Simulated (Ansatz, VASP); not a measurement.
# Si3N4 (Si3N4 (P6_3/m)): VASP beside Ansatz, part 2 of 2

One calculation is typed for both programs; each brings its own data sets. How far apart do they land? The cell is taken from a series of runs on this material, whose earlier steps may have relaxed, scaled, displaced or heated it; both programs get it as it stands.

VASP 6.6.1 and Ansatz 0.2.0.

So far: Starting point; VASP: relaxation of cell and atoms, PBEsol.

## Step 3: Ansatz: relaxation of cell and atoms, PBEsol

Level of this step: Ansatz beside VASP: Kohn-Sham DFT, plane waves, PBEsol (Ansatz).

Ansatz runs on its PAW soft_1 files.

The same cell, functional and mesh now go to Ansatz.

The input, input.yaml:

```yaml
crystal:
  lattice:
    - [7.6045444, 0.0, 0.0]
    - [-3.8022722, 6.5857287, 0.0]
    - [0.0, 0.0, 2.9051991]
  atoms:
    - { symbol: Si, position: [0.23108243, 0.82494615, 0.75] }
    - { symbol: Si, position: [0.40613628, 0.23108243, 0.25] }
    - { symbol: Si, position: [0.82494615, 0.59386372, 0.25] }
    - { symbol: Si, position: [0.17505385, 0.40613628, 0.75] }
    - { symbol: Si, position: [0.59386372, 0.76891757, 0.75] }
    - { symbol: Si, position: [0.76891757, 0.17505385, 0.25] }
    - { symbol: "N", position: [0.33333333, 0.66666667, 0.75] }
    - { symbol: "N", position: [0.66666667, 0.33333333, 0.25] }
    - { symbol: "N", position: [0.96919449, 0.6698534, 0.75] }
    - { symbol: "N", position: [0.29934109, 0.96919449, 0.25] }
    - { symbol: "N", position: [0.6698534, 0.70065891, 0.25] }
    - { symbol: "N", position: [0.3301466, 0.29934109, 0.75] }
    - { symbol: "N", position: [0.03080551, 0.3301466, 0.25] }
    - { symbol: "N", position: [0.70065891, 0.03080551, 0.75] }
basis:
  ecutwfc: 420
  xc_grid: 2
hamiltonian:
  xc: pbesol
  pseudopotentials: { kind: paw, azcp: { folder: soft_1 }, xc_functional: pbe }
kpoints:
  mp_grid: { grid: [4, 4, 10] }
scf:
  occupations: { method: fixed }
  max_iter: 100
relax:
  f_tol: 0.005
  max_steps: 60
  cell: {}
output:
  forces: true
  stress: true
checkpoint:
  write: "../cell.run"
  compress: false
  write_wavefunctions: false
  write_every: 100000
```

Run with:

```bash
ansatz run input.yaml --threads 32 --pin off --max-ram 84787MiB --backend cuda --events-out ev --progress --plain --runs-dir out --max-vram 78GiB
```

Numbers of over 12 decimals in the logs are rounded to 6 here.

What it wrote:

```text
Engine: ansatz 0.2.0, aarch64-unknown-linux-gnu
Pseudopotentials: kind: paw
Pseudopotential: Si, paw, valence charge 4, recommended cutoff 420 eV (normal), soft_1/Si.paw.azcp
Pseudopotential: N, paw, valence charge 5, recommended cutoff 420 eV (normal), soft_1/N.paw.azcp
Functional definition: PBEsol
  exchange = pbesol_x
  correlation = pbesol_c
[...]
Crystal: 14 atoms, lattice volume = 145.497 Å³
Basis set: ecut = 420 eV, 2823 PW (Γ), exchange–correlation on 108×108×40 points (8 copies of the dense FFT grid, shifted against one another)
Bands: 46, of which v1, the nominal top of the filled ones, is band 32 counted from 1 (31 counted from 0)
Symmetry: 12 space group operations
Space group: P63/m (ITA 176), of the structure as read, at distance tolerance 5.3e-5 Å
k-points: 24 of 160
Non-local potential: Si, projectors of the file, l = 0: 2, l = 1: 2, l = 2: 1
Non-local potential: N, projectors of the file, l = 0: 2, l = 1: 2, l = 2: 1
PAW form: soft (Blöchl's): semilocal exchange-correlation on the pseudo side does not see the compensation charge
PAW frozen core: Si, regenerated for the run's functional, and the local potential with it (the file was generated under x = pbe(κ = 0.804, μ = 0.219515), c = pbe(β = 0.066725))
PAW frozen core: N, regenerated for the run's functional, and the local potential with it (the file was generated under x = pbe(κ = 0.804, μ = 0.219515), c = pbe(β = 0.066725))
PAW one-centre angular grid: Si, 110 points (default); XC on 64 Gauss nodes
PAW one-centre angular grid: N, 110 points (default); XC on 64 Gauss nodes
Initial density: superposition of atomic densities (chi_scale 0.1, normalization cell, long waves kept (reshape's long-wave potential 0.01 eV rms))
Initial wavefunctions: pseudopotential atomic-orbital guess
[...]
Functional: x = pbesol(κ = 0.804, μ = 0.123457), c = pbesol(β = 0.046)
SCF iter   1: F=—  HF=-6784.548045 eV  |Δ(HF+E_count)|=         —  Δρ=1.49e-1  dr2=3.37e1  Hψ=4533
preconditioner: auto → Resta (q_TF=auto, 2.379 Å⁻¹)  ε∞=3.5  [insulator: Δε(μ)=5.926 eV  Ē_g=15.452 eV  n_scr=32 (ndim 8)  ℏωp=24.6 eV  f_vac=0.009  ε∞_Penn≈3.5]
SCF iter   2: F=—  HF=-6774.241996 eV  |Δ(HF+E_count)|=    1.03e1  Δρ=4.86e-2  dr2=1.98e0  Hψ=2830
SCF iter   3: F=—  HF=-6773.872337 eV  |Δ(HF+E_count)|=   3.70e-1  Δρ=2.37e-2  dr2=4.50e-1  Hψ=1104
automatic band count: iteration 3 solves 38 bands in place of 46: the levels show a gap, and the empty bands left out lie too high to hold charge; the band table lists the bands solved (type scf.n_extra_bands for more)
[...]
automatic band count: iteration 4 solves 37 bands in place of 38: the levels show a gap, and the empty bands left out lie too high to hold charge; the band table lists the bands solved (type scf.n_extra_bands for more)
[...]
SCF 1 converged in 9 iterations: F = -6773.809906 eV  dr2 = 1.21e-8
  greatest PAW one-centre occupation: 0.791 electrons in one spin orbital (limit 2), on the N atom at site 7 (counted from 0), in its partial waves of l = 0
relax step   1: F+E_penalty+E_count = -6773.80990614 eV  Δ(F+E_penalty+E_count) = +0.000e0 eV  max|allowed force component| = 5.151e-2 eV/Å  Δτ_max = 0.0000 Å  P = +1.943 GPa  Ω = 145.497 Å³  (9 SCF iters, dr2 threshold 1.00e-7 eV, accepted)
[...]
relax step   2: F+E_penalty+E_count = -6773.81504326 eV  Δ(F+E_penalty+E_count) = -5.137e-3 eV  max|allowed force component| = 3.928e-2 eV/Å  Δτ_max = 0.0040 Å  P = +0.982 GPa  Ω = 145.998 Å³  energy of the carried Pulay correction = -8.428e-4 eV  (5 SCF iters, dr2 threshold 1.40e-6 eV, accepted)
[...]
relax step   3: F+E_penalty+E_count = -6773.81642139 eV  Δ(F+E_penalty+E_count) = -1.378e-3 eV  max|allowed force component| = 1.267e-2 eV/Å  Δτ_max = 0.0047 Å  P = -0.008 GPa  Ω = 146.522 Å³  energy of the carried Pulay correction = -1.722e-3 eV  (5 SCF iters, dr2 threshold 1.40e-6 eV, accepted)
[...]
relax step   4: F+E_penalty+E_count = -6773.81645109 eV  Δ(F+E_penalty+E_count) = -2.970e-5 eV  max|allowed force component| = 5.990e-3 eV/Å  Δτ_max = 0.0011 Å  P = -0.005 GPa  Ω = 146.513 Å³  energy of the carried Pulay correction = -1.705e-3 eV  (5 SCF iters, dr2 threshold 1.00e-8 eV, accepted)
[...]
relax step   5: F+E_penalty+E_count = -6773.81645751 eV  Δ(F+E_penalty+E_count) = -6.428e-6 eV  max|allowed force component| = 2.485e-3 eV/Å  Δτ_max = 0.0004 Å  P = -0.002 GPa  Ω = 146.514 Å³  energy of the carried Pulay correction = -1.708e-3 eV  (5 SCF iters, dr2 threshold 2.24e-9 eV, accepted)
[...]
relax step   6: F+E_penalty+E_count = -6773.81827509 eV  Δ(F+E_penalty+E_count) = -1.818e-3 eV  max|allowed force component| = 2.467e-3 eV/Å  Δτ_max = 0.0000 Å  P = +0.020 GPa  Ω = 146.514 Å³  stress off target by 2.32e-2 GPa  SCF on the basis re-selected at this cell (its energy is not comparable with the rows above)  (4 SCF iters)
basis re-selected at this cell: Δ(F+E_penalty+E_count) = -1.818e-3 eV, ΔP = +0.022 GPa vs the last step (what re-selecting the basis moved, of the pressure what is left beyond the Pulay correction that the steps carried, after the strain that the cell walked since its last selection, with what the two solves' SCF thresholds leave and, on support functions, any second-order correction that the steps lacked; it is no m
SCF converged after 4 iterations
Free energy (F): -6773.818275 eV
Harris-Foulkes:  -6773.818275 eV  (|F-HF|=2.84e-10)
Internal energy: -6773.818275 eV  (E = F + TS)
E sigma→0 (E₀):  -6773.818275 eV
Fermi energy:    8.111579 eV
--- Per-component energies (eV) ---
  E_band       = 53.390545
  E_kinetic    = 1327.887674
  E_local      = -2027.523382  (includes V_loc(G=0)·N_el)
  E_nonlocal   = 407.838472
  E_hartree    = 713.139831
  E_xc         = -819.336435
  E_vxc        = -903.532931  (∫ρ·V_xc dr)
  E_paw        = -3977.230283  (= ΣΔE_a)
  E_vpaw       = -177.566213  (= ΣTr[D̂ρ^β])
  E_aug_tail   = 0.007170  (compensation charges beyond the density's cutoff)
  E_ewald      = -2399.015477
  E_core_change = 0.414155  (= ΣΔE_core)
  E_smearing   = -0.000000  (= −TS)
  E_closure    = -0.000000  (closes the sum)
  Σ components = -6773.818275   (vs F -6773.818275, Δ=0.00e0)
--- Forces (eV/Å), atoms counted from 1 ---
  atom   1  Si    -0.00209862     0.00129921     0.00000000
  atom   2  Si    -0.00217445    -0.00116785     0.00000000
  atom   3  Si     0.00007584     0.00246706     0.00000000
  atom   4  Si    -0.00007584    -0.00246706     0.00000000
  atom   5  Si     0.00217445     0.00116785     0.00000000
  atom   6  Si     0.00209862    -0.00129921     0.00000000
  [... 8 more lines of this table ...]
  max |Σ_I F_I| component: 2.82e-18 eV/Å
--- Stress (GPa, compression-positive) ---
        0.018658       0.000001       0.000000
       -0.000001       0.018658       0.000000
        0.000000       0.000000       0.023197
  P = ⅓ Tr σ = 0.0202 GPa (0.202 kbar)
--- Band table (eV; the first three rows and the last of 24) ---
  k-point 0: bands = ["-10.0474", "-8.5703", "-8.5703", "-7.9519", "-7.8076", "-7.8076", "-6.5523", "-6.2332", "0.0258", "0.0258", "0.1154", "0.7437", "0.7437", "2.2562", "2.2562", "3.1140", "3.5582",
  k-point 1: bands = ["-9.9266", "-8.4612", "-8.4612", "-7.8667", "-7.7127", "-7.7127", "-6.5029", "-6.2131", "0.0460", "0.0460", "0.1935", "0.7700", "0.7700", "2.3041", "2.3041", "3.0282", "3.1333", 
  k-point 2: bands = ["-9.5727", "-8.1473", "-8.1473", "-7.6306", "-7.4484", "-7.4484", "-6.3755", "-6.1879", "-0.0163", "-0.0163", "0.4099", "0.7196", "0.7196", "1.9340", "2.3432", "2.3432", "2.9235"
  k-point 23: bands = ["-7.5203", "-7.5203", "-6.9015", "-6.9015", "-6.8599", "-6.8599", "-6.2211", "-6.2211", "-1.0592", "-1.0592", "-0.5694", "-0.5694", "0.0200", "0.0200", "1.4903", "1.4903", "2.12
--- Relaxed structure (5 steps of the walk, 5 accepted, 1 SCFs on fresh bases) ---
  F+E_penalty+E_count = -6773.81827509 eV   max|allowed force component| = 2.467e-3 eV/Å   (the final SCF, on the basis selected at the relaxed cell)
  cell:  # Å, volume = 146.5142 Å³
    - [7.624456, -4.638241545398294e-19, 0.0]
    - [-3.812228, 6.602972, 0.0]
    - [0.0, 0.0, 2.910256]
  atoms:
    - { symbol: Si, position: [0.232446, 0.826056, 0.750000] }
    - { symbol: Si, position: [0.406390, 0.232446, 0.25] }
    - { symbol: Si, position: [0.826056, 0.593610, 0.25] }
    - { symbol: Si, position: [0.173944, 0.406390, 0.750000] }
    - { symbol: Si, position: [0.593610, 0.767554, 0.750000] }
    - { symbol: Si, position: [0.767554, 0.173944, 0.25] }
  [... 8 more lines of this table ...]
```

## Step 4: Comparison

Known differences besides the potentials themselves: fixed occupations in Ansatz, narrow Gaussian smearing in VASP; the cutoff is 420 eV in Ansatz and 600 eV in VASP; Ansatz makes its cores anew for this functional, VASP keeps those of its PBE data sets; Ansatz adds a Pulay correction to the stress that steers its cell, VASP none. Total energies have different zeros and are not compared.

Both answers:

```
                                         quantity  Ansatz    VASP  difference
                                      volume (Å³)  146.51  146.59     -0.05 %
edge a after relaxation, in the typed setting (Å)   7.625   7.626     -0.02 %
edge c after relaxation, in the typed setting (Å)   2.910   2.911     -0.01 %
```

## Step 5: Results

```json
{"difference in volume (relaxation of cell and atoms, PBEsol)": "-0.050 %"}
```

What this shows: The difference in volume is -0.050 % (relaxation of cell and atoms, PBEsol), within the 1.2 % picked in this series as the mark of a large difference, as far as the stopping tolerances let one tell. How closely two codes agree says nothing of how well the functional describes the real material.

[Lines on the potential files, build, host, timing and source positions are cut from VASP's logs without a mark.]

[Logs are printed without paths, hosts, clocks, repeated set-up lines and the standing remarks that a program may print on its own settings, such as how far it seeks lower states.]

[Hosts, paths, dates, database ids (printed as entryN), source tags and the programs' standing remarks are cut or masked in the printed files.]
